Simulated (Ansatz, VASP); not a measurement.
# BeB in two plane-wave programs

Wanted: the spread between two codes on one cell, functional and k mesh. The cell is invented: other elements were put on sites of a known structure type. It may not be a known or stable phase. The cell is taken from a series of VASP runs on this material, whose earlier steps may have relaxed, scaled or displaced it; both programs get it as it stands.

Calculated with Ansatz 0.2.0; plane waves, with VASP 6.6.1 beside it; single point at PBE.

### Step 1. Set-up

It takes space group F-43m (No. 216, cubic). Conventional cell: a = 4.458 Å, b = 4.458 Å, c = 4.458 Å, α = 90.00°, β = 90.00°, γ = 90.00°. Nearest to Be lie 4 B at 1.93 Å. Nearest to B lie 4 Be at 1.93 Å. Farther neighbours are not listed.

### Step 2. Ansatz: single point, PBE

Ansatz runs on its default PAW (the set named soft_2) files.

A single point gives forces, pressure and levels at one fixed geometry, so differences don't come from the geometry; what else differs is listed under the comparison.

Input file input.yaml:

```yaml
crystal:
  lattice:
    - [0.0, 2.2291343644, 2.2291343644]
    - [2.2291343644, 0.0, 2.2291343644]
    - [2.2291343644, 2.2291343644, 0.0]
  atoms:
    - { symbol: Be, position: [0.0, 0.0, 0.0] }
    - { symbol: B, position: [0.25, 0.25, 0.25] }
hamiltonian:
  xc: pbe
  pseudopotentials: { kind: paw }
kpoints:
  mp_grid: { grid: [10, 10, 10] }
scf:
  occupations: { method: fermi_dirac, width: 0.05 }
  n_extra_bands: 4
output:
  forces: true
  stress: true
  eigenvalues: true
  write_density: true
  write_potential: true
  elf: true
  volumetric_format: npy
```

Command:

```sh
$ ansatz run input.yaml --threads 2 --pin off --max-ram 4608MiB --backend cpu --events-out ev --progress --plain --runs-dir out
```

Numbers of over 12 decimals in the logs are rounded to 6 here.

The log of the run:

```text
scf.n_extra_bands = 4 over 3 filled bands (N_el = 5.0): the run solves 7 bands
Engine: ansatz 0.2.0, aarch64-unknown-linux-gnu
Pseudopotentials: kind: paw
Pseudopotential: Be, paw, valence charge 2, recommended cutoff 420 eV (normal), Be.paw.azcp
Pseudopotential: B, paw, valence charge 3, recommended cutoff 420 eV (normal), B.paw.azcp
Functional definition: PBE
  parameter kappa = 0.804
  parameter beta = 0.066725
  exchange = pbe_x(kappa = kappa, mu = beta*pi^2/3)
  correlation = pbe_c(beta = beta)
Crystal: 2 atoms, lattice volume = 22.153 Å³
Basis set: ecut = 420 eV, 411 PW (Γ), exchange–correlation on 48×48×48 points (8 copies of the dense FFT grid, shifted against one another)
Bands: 7, of which v1, the nominal top of the filled ones, is band 3 counted from 1 (2 counted from 0)
Symmetry: 24 space group operations
Space group: F-43m (ITA 216), of the structure as read, at distance tolerance 2.8e-5 Å
k-points: 47 of 1000 (time reversal used)
Non-local potential: Be, projectors of the file, l = 0: 2, l = 1: 2, l = 2: 1
Non-local potential: B, projectors of the file, l = 0: 2, l = 1: 2, l = 2: 1
PAW form: soft (Blöchl's): semilocal exchange-correlation on the pseudo side does not see the compensation charge
PAW one-centre angular grid: Be, 110 points (default); XC on 64 Gauss nodes
PAW one-centre angular grid: B, 110 points (default); XC on 64 Gauss nodes
Initial density: superposition of atomic densities (neutral atoms: chi_scale 0, normalization atom), corrected by the library's trained network
Initial wavefunctions: pseudopotential atomic-orbital guess
Functional: x = pbe(κ = 0.804, μ = 0.219515), c = pbe(β = 0.066725)
SCF iter   1: F=—  HF=-245.552614 eV  |F-HF|=—  |Δ(HF+E_count)|=         —  Δρ=2.67e-3  dr2=1.29e-3  ethr=1.77e-3  ⟨swp⟩=5.4  Hψ=2804  notcnv=0
preconditioner: auto → none  [metal: Δε(μ)=0.073 eV  Ē_g=11.344 eV  σ=0.050 eV  W_gap=0.34  n_scr=0 (ndim 8)  ℏωp=17.6 eV  f_vac=0.000  D(μ)=0.87/eV (n_scr^D=8)]
SCF iter   2: F=—  HF=-245.553751 eV  |F-HF|=—  |Δ(HF+E_count)|=   1.14e-3  Δρ=1.25e-3  dr2=2.32e-4  ethr=2.57e-5  ⟨swp⟩=2.4  Hψ=808  notcnv=0  defer=6
SCF iter   3: F=—  HF=-245.554183 eV  |F-HF|=—  |Δ(HF+E_count)|=   4.33e-4  Δρ=2.37e-4  dr2=7.94e-6  ethr=4.65e-6  ⟨swp⟩=2.1  Hψ=416  notcnv=0  defer=6
SCF iter   4: F=—  HF=-245.554183 eV  |F-HF|=—  |Δ(HF+E_count)|=   9.96e-8  Δρ=3.16e-5  dr2=1.13e-7  ethr=1.59e-7  ⟨swp⟩=2.1  Hψ=416  notcnv=0  defer=6
iter 5 did not close the SCF: its close was put off for the readings that it lacked (scf_convergence_deferred on its scf_iter line)
SCF iter   5: F=-245.554184 eV  HF=-245.554184 eV  |F-HF|=4.51e-11  |Δ(HF+E_count)|=   2.75e-7  Δρ=2.77e-6  dr2=1.57e-9  ethr=2.26e-9  ⟨swp⟩=2.0  Hψ=420  notcnv=0  defer=6
SCF iter   6: F=-245.554184 eV  HF=-245.554184 eV  |F-HF|=5.12e-12  |Δ(HF+E_count)|=  5.17e-10  Δρ=2.32e-7  dr2=1.39e-11  ethr=3.14e-11  ⟨swp⟩=5.1  Hψ=1446  notcnv=0
SCF 1 converged in 6 iterations: F = -245.554184 eV  dr2 = 1.39e-11
  greatest PAW one-centre occupation: 0.593 electrons in one spin orbital (limit 2), on the B atom at site 1 (counted from 0), in its partial waves of l = 0
SCF converged after 6 iterations
Free energy (F): -245.554184 eV
Harris-Foulkes:  -245.554184 eV  (|F-HF|=5.12e-12)
Internal energy: -245.546843 eV  (E = F + TS)
E sigma→0 (E₀):  -245.550513 eV
Entropy (-TS):   -0.007341 eV (-3.671 meV/atom)
Fermi energy:    3.931555 eV
--- Per-component energies (eV) ---
  E_band       = 0.879260
  E_kinetic    = 59.339794
  E_local      = -32.751331  (includes V_loc(G=0)·N_el)
  E_nonlocal   = 19.603022
  E_hartree    = 6.393527
  E_xc         = -48.106839
  E_vxc        = -53.923283  (∫ρ·V_xc dr)
  E_paw        = -138.228683  (= ΣΔE_a)
  E_vpaw       = -4.175979  (= ΣTr[D̂ρ^β])
  E_aug_tail   = -0.000002  (compensation charges beyond the density's cutoff)
  E_ewald      = -111.796331
  E_smearing   = -0.007341  (= −TS)
  E_closure    = -0.000000  (closes the sum)
  Σ components = -245.554184   (vs F -245.554184, Δ=0.00e0)
--- Forces (eV/Å), atoms counted from 1 ---
  atom   1  Be     0.00000000    -0.00000000    -0.00000000
  atom   2  B      0.00000000    -0.00000000     0.00000000
  max |Σ_I F_I| component: 3.65e-16 eV/Å
--- Stress (GPa, compression-positive) ---
       -0.024562       0.000000       0.000000
       -0.000000      -0.024562      -0.000000
        0.000000      -0.000000      -0.024562
  P = ⅓ Tr σ = -0.0246 GPa (-0.246 kbar)
--- Band table (eV; the first three rows and the last of 47) ---
  k-point 0: bands = ["-5.9302", "7.7161", "7.7161", "7.7161", "12.5898", "12.5898", "12.5898"]
  k-point 1: bands = ["-5.7567", "6.7250", "7.4833", "7.4833", "12.9308", "12.9308", "13.1305"]
  k-point 2: bands = ["-5.2397", "4.7138", "6.9963", "6.9963", "13.5681", "13.5681", "13.9416"]
  k-point 46: bands = ["-0.8783", "1.5663", "2.4161", "2.4469", "12.8664", "14.9685", "17.4620"]
```

It took 0.93 s on 2 threads of Arm Neoverse V2, shared host; peak memory 0.26 GiB; 1.4 s of CPU time.

In the SCF lines HF is the Harris–Foulkes energy and dr2 the Hartree energy of the density residual, in eV; the loop may stop once dr2 is under the threshold and the program's other checks hold. Hψ counts applications of the Hamiltonian.

The run ends at a pressure of -0.02 GPa.

### Step 3. VASP: single point, PBE

The same cell, functional, mesh and smearing now go to VASP, with its own data sets and cutoff.

Lines of VASP's logs that name or quote its potential files are left out, and so is its time.

Input file INCAR:

```
SYSTEM = BeB
PREC = Accurate
ENCUT = 420
EDIFF = 1E-06
NELM = 100
ISMEAR = -1
SIGMA = 0.05
LREAL = .FALSE.
ALGO = Normal
GGA = PE
LORBIT = 11
LWAVE = .FALSE.
LCHARG = .TRUE.
ISIF = 2
LELF = .TRUE.
LVHAR = .TRUE.
```

Input file POSCAR:

```
BeB
1.0
    0.0000000000      2.2291343644      2.2291343644
    2.2291343644      0.0000000000      2.2291343644
    2.2291343644      2.2291343644      0.0000000000
Be B
1 1
Direct
    0.0000000000      0.0000000000      0.0000000000
    0.2500000000      0.2500000000      0.2500000000
```

Input file KPOINTS:

```
Automatic mesh
0
Gamma
10 10 10
0 0 0
```

Potentials, in the order of the species: Be and B (PBE family, release 64).

Command:

```sh
$ mpirun -np 1 vasp_std
```

The log of the run:

```text
[banner, memory and clock lines left out]
running    1 mpi-ranks, on    1 nodes
 distrk:  each k-point on    1 cores,    1 groups
 distr:  one band on    1 cores,    1 groups

 POSCAR found type information on POSCAR BeB
 POSCAR found :  2 types and       2 ions
 LDA part: xc-table for (Slater+PW92), standard interpolation
 POSCAR, INCAR and KPOINTS ok, starting setup
 FFT: planning ... GRIDC
 FFT: planning ... GRID_SOFT
 FFT: planning ... GRID
 WAVECAR not read
 entering main loop
       N       E                     dE             d eps       ncg     rms          rms(c)
DAV:   1    -0.589198535086E+00   -0.58920E+00   -0.17965E+03   570   0.509E+02
DAV:   2    -0.732956225512E+01   -0.67404E+01   -0.65993E+01   816   0.715E+01
DAV:   3    -0.743090587261E+01   -0.10134E+00   -0.99606E-01   702   0.931E+00
DAV:   4    -0.743111715243E+01   -0.21128E-03   -0.21015E-03   906   0.349E-01
DAV:   5    -0.743111723967E+01   -0.87242E-07   -0.87392E-07   714   0.547E-03    0.159E+00
DAV:   6    -0.736793187937E+01    0.63185E-01   -0.48098E-02   618   0.166E+00    0.938E-01
DAV:   7    -0.734622339948E+01    0.21708E-01   -0.47693E-02   684   0.173E+00    0.180E-01
DAV:   8    -0.734616451882E+01    0.58881E-04   -0.13050E-03   732   0.354E-01    0.193E-02
DAV:   9    -0.734616135043E+01    0.31684E-05   -0.22899E-05   720   0.434E-02    0.879E-03
DAV:  10    -0.734616467505E+01   -0.33246E-05   -0.78950E-06   840   0.292E-02    0.129E-03
DAV:  11    -0.734616464380E+01    0.31250E-07   -0.21402E-07   456   0.360E-03
   1 F= -.73461646E+01 E0= -.73424947E+01  d E =-.733994E-02
```

Parts of OUTCAR (step 3):

```text
ion  position               nearest neighbor table
   1  0.000  0.000  0.000-   2 1.93   2 1.93   2 1.93   2 1.93
   2  0.250  0.250  0.250-   1 1.93   1 1.93   1 1.93   1 1.93

  LATTYP: Found a face centered cubic cell.
 ALAT       =     4.4582687288

 Subroutine GETGRP returns: Found 24 space group operations
 (whereof 24 operations were pure point group operations)

The static configuration has the point symmetry T_d .

 Found     47 irreducible k-points:

   k-points           NKPTS =     47   k-points in BZ     NKDIM =     47   number of bands    NBANDS=      6

   dimension x,y,z NGX =    24 NGY =   24 NGZ =   24
   dimension x,y,z NGXF=    48 NGYF=   48 NGZF=   48

   ENCUT  =  420.0 eV  30.87 Ry    5.56 a.u.   5.27  5.27  5.27*2*pi/ulx,y,z

   NELECT =       5.0000    total number of electrons

 k-points in reciprocal lattice and weights: Automatic mesh
   0.00000000  0.00000000  0.00000000       0.001
   0.10000000  0.00000000  0.00000000       0.008
   0.20000000  0.00000000  0.00000000       0.008
   0.30000000  0.00000000  0.00000000       0.008
   0.40000000  0.00000000  0.00000000       0.008
   0.50000000  0.00000000  0.00000000       0.004
   0.10000000  0.10000000  0.00000000       0.006
   0.20000000  0.10000000  0.00000000       0.024
   0.30000000  0.10000000  0.00000000       0.024
[...]
-0.30000000  0.40000000  0.20000000       0.024
  -0.30000000  0.50000000  0.20000000       0.012

 average (electrostatic) potential at core
       1 -36.2713       2 -30.0049

 E-fermi :   2.5064

 k-point     1 :       0.0000    0.0000    0.0000
  band No.  band energies     occupation
      1      -7.3582      2.00000
      2       6.2932      0.00000
      3       6.2932      0.00000
      4       6.2932      0.00000
      5      11.1614      0.00000
      6      11.1614      0.00000

 k-point     2 :       0.1000    0.0000    0.0000
  band No.  band energies     occupation
      1      -7.1847      2.00000
      2       5.3012      0.00000
      3       6.0603      0.00000
      4       6.0603      0.00000
      5      11.5029      0.00000
      6      11.5029      0.00000

 k-point     3 :       0.2000    0.0000    0.0000
  band No.  band energies     occupation
      1      -6.6674      2.00000
      2       3.2888      0.00000
      3       5.5729      0.00000
      4       5.5729      0.00000
      5      12.1403      0.00000
      6      12.1403      0.00000

  Total        0.0054586      0.0054586      0.0054586     -0.0000000      0.0000000      0.0000000
  in kB        0.3947787      0.3947787      0.3947787     -0.0000000      0.0000000      0.0000000
  external PRESSURE =       0.3947787 kB  Pullay stress =       0.0000000 kB

  energy-cutoff  :      420.00
  volume of cell :       22.15
      direct lattice vectors                 reciprocal lattice vectors
     0.000000000  2.229134364  2.229134364    -0.224302316  0.224302316  0.224302316
     2.229134364  0.000000000  2.229134364     0.224302316 -0.224302316  0.224302316
     2.229134364  2.229134364  0.000000000     0.224302316  0.224302316 -0.224302316

 POSITION                                       TOTAL-FORCE (eV/Angst)
 -----------------------------------------------------------------------------------
      0.00000      0.00000      0.00000        -0.000000     -0.000000     -0.000000
      1.11457      1.11457      1.11457         0.000000      0.000000      0.000000
 -----------------------------------------------------------------------------------
    total drift:                               -0.000000     -0.000000      0.000000

  FREE ENERGIE OF THE ION-ELECTRON SYSTEM (eV)
  ---------------------------------------------------
  free  energy   TOTEN  =        -7.3461646438 eV

  energy  without entropy=       -7.3388247031  energy(sigma->0) =       -7.34249467

 total charge
# of ion       s       p       d       tot
------------------------------------------
    1        0.502   0.608   0.000   1.110
    2        0.808   0.868   0.000   1.676
--------------------------------------------------
tot          1.310   1.476   0.000   2.786

[... 3 further parts left out ...]
```

The run ends at a pressure of 0.04 GPa.

### Step 4. Differences

Known differences besides the potentials themselves: VASP leaves aspherical gradient terms in its spheres out (LASPH is not set), Ansatz keeps them. Total energies have different zeros and are not compared.

Compared:

```
                                        quantity  Ansatz  VASP  difference
                                  pressure (GPa)   -0.02  0.04       -0.06
pressure without Ansatz's Pulay correction (GPa)   -0.11  0.04       -0.15
```

Ansatz's pressure holds a Pulay correction of 0.08 GPa; VASP's holds none.

### Step 5. What came out

| Property | Result |
| --- | --- |
| difference in pressure (single point, PBE) | -0.064 GPa |

The difference in pressure is -0.064 GPa (single point, PBE), within the 1 GPa picked in this series as the mark of a large difference. How closely two codes agree says nothing of how well the functional describes the real material.

[Lines on the potential files, build, host, timing and source positions are cut from VASP's logs without a mark.]

[Logs are printed without paths, hosts, clocks, repeated set-up lines and the standing remarks that a program may print on its own settings, such as how far it seeks lower states.]

[Hosts, paths, dates, database ids (printed as entryN), source tags and the programs' standing remarks are cut or masked in the printed files.]
